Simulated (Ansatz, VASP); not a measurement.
# Cross-check of SiO2 (Cristobalite) between VASP and Ansatz, part 3 of 3

Wanted: the spread between two codes on one cell, functional and k mesh. The cell is taken from a series of runs on this material, whose earlier steps may have relaxed, scaled, displaced or heated it; both programs get it as it stands.

VASP 6.6.1 and Ansatz 0.2.0.

So far: Set-up; VASP: zone-centre phonons, LDA.

### 3. Ansatz: zone-centre phonons, LDA

Level of this step: Ansatz beside VASP: Kohn-Sham DFT, plane waves, LDA (Ansatz).

Ansatz runs on its PAW soft_1 files.

The same cell, functional (in two slightly different forms) and mesh now go to Ansatz, which takes its cutoff from its data sets.

Input file input.yaml:

```yaml
crystal:
  lattice:
    - [4.9725209781, 0.0, 0.0]
    - [0.0, 4.9725209781, 0.0]
    - [0.0, 0.0, 6.924013979]
  atoms:
    - { symbol: O, position: [0.2385612819, 0.1072006361, 0.1803753291] }
    - { symbol: O, position: [0.3927993639, 0.7385612819, 0.4303753291] }
    - { symbol: O, position: [0.7614387181, 0.8927993639, 0.6803753291] }
    - { symbol: O, position: [0.6072006361, 0.2614387181, 0.9303753291] }
    - { symbol: O, position: [0.7385612819, 0.3927993639, 0.5696246709] }
    - { symbol: O, position: [0.8927993639, 0.7614387181, 0.3196246709] }
    - { symbol: O, position: [0.2614387181, 0.6072006361, 0.0696246709] }
    - { symbol: O, position: [0.1072006361, 0.2385612819, 0.8196246709] }
    - { symbol: Si, position: [0.301257011, 0.301257011, 0.0] }
    - { symbol: Si, position: [0.198742989, 0.801257011, 0.25] }
    - { symbol: Si, position: [0.698742989, 0.698742989, 0.5] }
    - { symbol: Si, position: [0.801257011, 0.198742989, 0.75] }
kpoints:
  mp_grid: { grid: [4, 4, 4] }
hamiltonian:
  xc: lda
  pseudopotentials: { kind: paw, azcp: { folder: soft_1 }, xc_functional: pbe }
scf:
  occupations: { method: fixed }
output:
  eigenvalues: true
phonons:
  method: dfpt
  dielectric: true
  rigid_motions: translations
```

The run is started by

```bash
> ansatz run input.yaml --threads 8 --pin off --max-ram 20480MiB --backend cpu --events-out ev --progress --plain --runs-dir out
```

Numbers of over 12 decimals in the logs are rounded to 6 here.

The log of the run:

```text
Engine: ansatz 0.2.0, aarch64-unknown-linux-gnu
Pseudopotentials: kind: paw
Pseudopotential: O, paw, valence charge 6, recommended cutoff 420 eV (normal), soft_1/O.paw.azcp
Pseudopotential: Si, paw, valence charge 4, recommended cutoff 420 eV (normal), soft_1/Si.paw.azcp
Functional definition: SPW92
  exchange = slater_x
  correlation = pw_c
Crystal: 12 atoms, lattice volume = 171.203 Å³
Basis set: ecut = 420 eV, 3363 PW (Γ), exchange–correlation on 72×72×96 points (8 copies of the dense FFT grid, shifted against one another)
Bands: 44, of which v1, the nominal top of the filled ones, is band 32 counted from 1 (31 counted from 0)
Symmetry: 8 space group operations
k-points: 36 of 64 (irreducible under 1 space group operation, time reversal used)
Non-local potential: O, projectors of the file, l = 0: 2, l = 1: 2, l = 2: 1
Non-local potential: Si, projectors of the file, l = 0: 2, l = 1: 2, l = 2: 1
PAW form: soft (Blöchl's): semilocal exchange-correlation on the pseudo side does not see the compensation charge
PAW frozen core: O, regenerated for the run's functional, and the local potential with it (the file was generated under x = pbe(κ = 0.804, μ = 0.219515), c = pbe(β = 0.066725))
PAW frozen core: Si, regenerated for the run's functional, and the local potential with it (the file was generated under x = pbe(κ = 0.804, μ = 0.219515), c = pbe(β = 0.066725))
PAW one-centre angular grid: O, 110 points (default); XC on 64 Gauss nodes
PAW one-centre angular grid: Si, 110 points (default); XC on 64 Gauss nodes
Initial density: superposition of atomic densities (chi_scale 0.1, normalization cell, long waves kept (reshape's long-wave potential 0.00 eV rms))
Initial wavefunctions: pseudopotential atomic-orbital guess
Functional: x = slater, c = lda
SCF iter   1: F=—  HF=-6897.407600 eV  |F-HF|=—  |Δ(HF+E_count)|=         —  Δρ=1.20e-1  dr2=2.20e1  ethr=3.10e-3  ⟨swp⟩=4.7  Hψ=6419  notcnv=0  defer=331
preconditioner: auto → Resta (q_TF=auto, 2.316 Å⁻¹)  ε∞=2.6  [insulator: Δε(μ)=7.201 eV  Ē_g=17.891 eV  n_scr=36 (ndim 8)  ℏωp=22.7 eV  f_vac=0.107  ε∞_Penn≈2.6]
SCF iter   2: F=—  HF=-6891.143169 eV  |F-HF|=—  |Δ(HF+E_count)|=    6.26e0  Δρ=4.12e-2  dr2=1.19e0  ethr=3.10e-3  ⟨swp⟩=4.1  Hψ=4274  notcnv=0  defer=335
SCF iter   3: F=—  HF=-6890.869903 eV  |F-HF|=—  |Δ(HF+E_count)|=   2.73e-1  Δρ=1.92e-2  dr2=3.72e-1  ethr=1.86e-3  ⟨swp⟩=2.0  Hψ=1478  notcnv=0  defer=351
SCF iter   4: F=—  HF=-6890.784374 eV  |F-HF|=—  |Δ(HF+E_count)|=   8.55e-2  Δρ=1.46e-3  dr2=2.98e-3  ethr=5.82e-4  ⟨swp⟩=3.2  Hψ=2627  notcnv=0  defer=357
SCF iter   5: F=—  HF=-6890.786496 eV  |F-HF|=—  |Δ(HF+E_count)|=   2.12e-3  Δρ=2.58e-4  dr2=1.42e-4  ethr=4.65e-6  ⟨swp⟩=2.8  Hψ=2656  notcnv=0  defer=357
SCF iter   6: F=—  HF=-6890.786534 eV  |F-HF|=—  |Δ(HF+E_count)|=   3.80e-5  Δρ=5.81e-5  dr2=6.78e-6  ethr=2.22e-7  ⟨swp⟩=2.9  Hψ=2747  notcnv=0  defer=357
SCF iter   7: F=—  HF=-6890.786540 eV  |F-HF|=—  |Δ(HF+E_count)|=   6.39e-6  Δρ=8.67e-6  dr2=1.39e-7  ethr=1.06e-8  ⟨swp⟩=2.7  Hψ=2606  notcnv=0  defer=352
SCF iter   8: F=—  HF=-6890.786538 eV  |F-HF|=—  |Δ(HF+E_count)|=   1.57e-6  Δρ=1.98e-6  dr2=4.89e-9  ethr=2.17e-10  ⟨swp⟩=2.3  Hψ=2294  notcnv=0  defer=268
SCF iter   9: F=-6890.786538 eV  HF=-6890.786538 eV  |F-HF|=8.55e-11  |Δ(HF+E_count)|=   4.40e-9  Δρ=2.40e-7  dr2=6.40e-11  ethr=1.00e-12  ⟨swp⟩=17.1  Hψ=13780  notcnv=0
SCF 1 converged in 9 iterations: F = -6890.786538 eV  dr2 = 6.40e-11
  greatest PAW one-centre occupation: 0.855 electrons in one spin orbital (limit 2), on the O atom at site 6 (counted from 0), in its partial waves of l = 0
DFPT response loops at Γ: preconditioner auto → none (the input reference at scf.mixing.eps_inf says where Resta's filter doesn't serve); β = 0.50; Broyden in place of MSR1
── the response to a field inside a basis, on 4×4×4 k-points: an SCF that follows is theirs, and a resumed run solves both again ──
Bands: 33, of which v1, the nominal top of the filled ones, is band 32 counted from 1 (31 counted from 0)
k-points: 6 of 64 (time reversal used)
Initial density: handed on by an earlier stage of this run
Initial wavefunctions: pseudopotential atomic-orbital guess (no wavefunctions were taken with the density)
Eigensolver: Dense (6 Hₖ)
SCF iter   1: F=—  HF=-6890.615470 eV  |F-HF|=—  |Δ(HF+E_count)|=         —  Δρ=4.26e-4  dr2=8.81e-5  ethr=1.00e-1
preconditioner: auto → Resta (q_TF=auto, 2.316 Å⁻¹)  ε∞=3.6  [insulator: Δε(μ)=6.032 eV  Ē_g=14.038 eV  n_scr=36 (ndim 8)  ℏωp=22.7 eV  f_vac=0.214  ε∞_Penn≈3.6]
SCF iter   2: F=—  HF=-6890.615474 eV  |F-HF|=—  |Δ(HF+E_count)|=   4.35e-6  Δρ=1.98e-4  dr2=2.34e-5  ethr=1.38e-7
SCF iter   3: F=—  HF=-6890.615478 eV  |F-HF|=—  |Δ(HF+E_count)|=   4.29e-6  Δρ=6.57e-5  dr2=2.72e-6  ethr=3.65e-8
SCF iter   4: F=—  HF=-6890.615478 eV  |F-HF|=—  |Δ(HF+E_count)|=   1.12e-7  Δρ=6.59e-6  dr2=1.09e-7  ethr=4.25e-9
[...]
k-point 2: bands = [... 28 lower, 0.5317, 0.5317, 0.6707, 0.6707, 7.8387, 7.8387, 10.2891, 10.2891, ... 8 higher]
  k-point 35: bands = [... 28 lower, 0.4430, 0.4430, 0.4430, 0.4430, 10.0846, 10.0846, 10.0846, 10.0846, ... 8 higher]
--- Phonons (Γ-DFPT): 5 representative perturbations + reference, on 36 of 64 k-points (Σ response iterations 19) ---
  k mesh reduced under 1 symmetry operation, with k and −k counted as one. Each operation leaves every solved perturbation unchanged. A smaller set is not considered because the run solves the response to a homogeneous field
  ASR residual: 9.230e-5 → 0.000e0 eV/Å²; symmetrization residual: 2.191e-6 eV/Å²
  ASR residual per site (eV/Å²): 9.23e-5 9.23e-5 9.23e-5 9.23e-5 9.23e-5 9.23e-5 9.23e-5 9.23e-5 2.23e-5 2.23e-5 2.23e-5 2.23e-5
  Γ frequencies (cm⁻¹): 0.00 0.00 0.00 41.00 112.14 143.41 143.41 221.62 258.57 258.57 271.25 281.61 347.72 362.76 368.17 368.17 404.81 424.60 449.90 449.90 473.18 606.37 606.37 779.34 780.16 780.68 787.62 787.62 1081.01 1083.51 1083.51 1084.32 1088.36 1126.82 1195.69 1195.69
  ε∞ (high-frequency dielectric tensor):
        2.298968     0.000000     0.000000
        0.000000     2.298968     0.000000
        0.000000     0.000000     2.287368
  ε⁰ (static dielectric tensor: ions relaxed, cell fixed):
        4.160216    -0.000000     0.000000
       -0.000000     4.160216    -0.000000
        0.000000    -0.000000     3.941168
  ε⁰ − ε∞ (ionic part):
        1.861248    -0.000000     0.000000
       -0.000000     1.861248    -0.000000
        0.000000    -0.000000     1.653800
  softest optical mode at Γ: 41.00 cm⁻¹; the repairs (sum rule, projections) moved no ω² at Γ by more than (1.80 cm⁻¹)²
  Born effective charges Z* (e; rows j = field, columns β = displacement):
    site 0:
        -1.03850   -0.16266    0.07268
        -0.22348   -2.31364    0.81577
         0.21354    0.81488   -1.65275
    site 1:
        -2.31364    0.22348   -0.81577
         0.16266   -1.03850    0.07268
        -0.81488    0.21354   -1.65275
    site 2:
        -1.03850   -0.16266   -0.07268
        -0.22348   -2.31364   -0.81577
        -0.21354   -0.81488   -1.65275
    site 3:
        -2.31364    0.22348    0.81577
         0.16266   -1.03850   -0.07268
         0.81488   -0.21354   -1.65275
    site 4:
        -1.03850    0.16266   -0.07268
         0.22348   -2.31364    0.81577
        -0.21354    0.81488   -1.65275
    site 5:
[...]
site 6:
[...]
site 7:
[...]
site 8:
[...]
site 9:
[...]
site 10:
[...]
site 11:
[...]
Z* charge neutrality: 4.366e-3 e pre-enforcement
  solved inside a basis spanned on kpoints, on 4×4×4 k-points, its susceptibility summed on 8×8×6: ε∞ is read to err by 8.2e-3, Z* by 1.2e-2 e (field_mesh: kpoints solves on kpoints); Z* is corrected for what the basis lacks
  optical modes at Γ without the LO–TO term, one row a degenerate level:
      ω (cm⁻¹)  modes    IR ((D/Å)²/amu)
[...]
optical modes at Γ + LO–TO along q̂ = [1.0000, 0.0000, 0.0000]:
      ω (cm⁻¹)  modes    IR ((D/Å)²/amu)
[...]
optical modes at Γ + LO–TO along q̂ = [0.0000, 1.0000, 0.0000]:
      ω (cm⁻¹)  modes    IR ((D/Å)²/amu)
[...]
optical modes at Γ + LO–TO along q̂ = [0.0000, 0.0000, 1.0000]:
      ω (cm⁻¹)  modes    IR ((D/Å)²/amu)
[...]
787.62      2             0.0503
        800.70      1             4.0463
       1081.01      1             0.0000
       1083.51      2           117.3544
       1084.32      1             0.0000
       1126.82      1             0.0000
       1195.69      2             2.5304
       1233.00      1            66.3165
```

Reading the cycles: dr2 is the Hartree energy of the density residual (eV), the measure of convergence; HF is the Harris–Foulkes estimate of the energy, which meets the free energy F at convergence.

### 4. Side by side

Known differences besides the potentials themselves: fixed occupations in Ansatz, narrow Gaussian smearing in VASP; VASP's response is taken on the typed mesh, Ansatz refines its own for the field response alone; the cutoff is 420 eV in Ansatz and 600 eV in VASP; VASP's log shows a relativistic correction to its local exchange, Ansatz's none. Total energies have different zeros and are not compared.

Compared:

```tsv
quantity	Ansatz	VASP	difference
ε∞ xx	2.30	2.29	+0.49 %
ε∞ yy	2.30	2.29	+0.49 %
ε∞ zz	2.29	2.28	+0.48 %
Born charge of O1 (mean of the diagonal) (e)	-1.67	-1.65	-0.01
Born charge of Si9 (mean of the diagonal) (e)	3.34	3.31	+0.03
optical mode 1 (cm⁻¹)	41.0	36.1	+4.9
optical mode 2 (cm⁻¹)	112.1	112.2	-0.07 %
optical mode 3 to 4 (cm⁻¹)	143.4	142.7	+0.53 %
optical mode 5 (cm⁻¹)	221.6	221.7	-0.02 %
optical mode 6 to 7 (cm⁻¹)	258.6	260.4	-0.71 %
optical mode 8 (cm⁻¹)	271.2	273.0	-0.66 %
optical mode 9 (cm⁻¹)	281.6	283.6	-0.71 %
optical mode 10 (cm⁻¹)	347.7	349.1	-0.41 %
optical mode 11 (cm⁻¹)	362.8	363.1	-0.09 %
optical mode 12 to 13 (cm⁻¹)	368.2	370.0	-0.48 %
optical mode 14 (cm⁻¹)	404.8	404.2	+0.14 %
optical mode 15 (cm⁻¹)	424.6	426.8	-0.51 %
optical mode 16 to 17 (cm⁻¹)	449.9	452.0	-0.47 %
optical mode 18 (cm⁻¹)	473.2	475.5	-0.49 %
optical mode 19 to 20 (cm⁻¹)	606.4	609.0	-0.44 %
optical mode 21 (cm⁻¹)	779.3	779.4	-0.01 %
optical mode 22 (cm⁻¹)	780.2	782.1	-0.25 %
optical mode 23 (cm⁻¹)	780.7	782.6	-0.24 %
optical mode 24 to 25 (cm⁻¹)	787.6	788.4	-0.10 %
optical mode 26 (cm⁻¹)	1081.0	1089.7	-0.80 %
optical mode 27 to 28 (cm⁻¹)	1083.5	1092.2	-0.80 %
```

Modes are paired by rising frequency, not by their patterns, so a pair may set unlike modes beside each other; they are those without the splitting of longitudinal modes.

### 5. What came out

| Quantity | Value |
| --- | --- |
| r.m.s. difference of the optical zone-centre modes, each program's sorted by frequency (zone-centre phonons, LDA) | 4.0 cm⁻¹ |
| difference in optical mode 26 (zone-centre phonons, LDA) | -0.8 % |

**Reading.** The r.m.s. difference of the optical zone-centre modes, each program's sorted by frequency is 4.0 cm⁻¹ (zone-centre phonons, LDA). Among the rows given in per cent, the largest difference of the zone-centre phonons, LDA pair is in optical mode 26, -0.8 %. Such differences can come from data sets, numerical settings and the points named under the comparisons, not from the functional's error against experiment.

[Lines on the potential files, build, host, timing and source positions are cut from VASP's logs without a mark.]

[Logs are printed without paths, hosts, clocks, repeated set-up lines and the standing remarks that a program may print on its own settings, such as how far it seeks lower states.]

[Hosts, paths, dates, database ids (printed as entryN), source tags and the programs' standing remarks are cut or masked in the printed files.]
